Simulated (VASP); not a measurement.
Shape and ions are relaxed at each volume.

Here is the system:

```
Lu
1.0
    1.73715    -3.00882     0.00000
    1.73715     3.00882     0.00000
    0.00000     0.00000     5.38153
Lu
2
Direct
  0.33333   0.66667   0.25000
  0.66667   0.33333   0.75000
```

The numbers are results of PBE GGA with D3 dispersion (zero damping), VASP's PBE PAW potentials (set 64) (plane waves; VASP), not measurements. Run with 520 eV cut-off, 12×12×7 Γ-centred mesh, first-order Methfessel-Paxton smearing of 0.10 eV, potentials Lu_3.

### Question
Give the energy at these volumes per atom, relative to the lowest: 26.32, 27.17, 28.01, 28.85, 29.69 Å³.

### Answer
19.4, 5.2, 0.0, 2.6, 12.1 meV/atom. A third-order Birch-Murnaghan fit gives B0 = 48.9 GPa and B0′ = 3.6.

Measured: bulk modulus 47.6 GPa (computed value off by +2.8 %), as given by Wikipedia, Lutetium (infobox). The calculation is for a static lattice, while the measured bulk modulus holds thermal and zero-point effects, which are part of the difference.

The compound is Lu in the hcp structure. It was relaxed first.
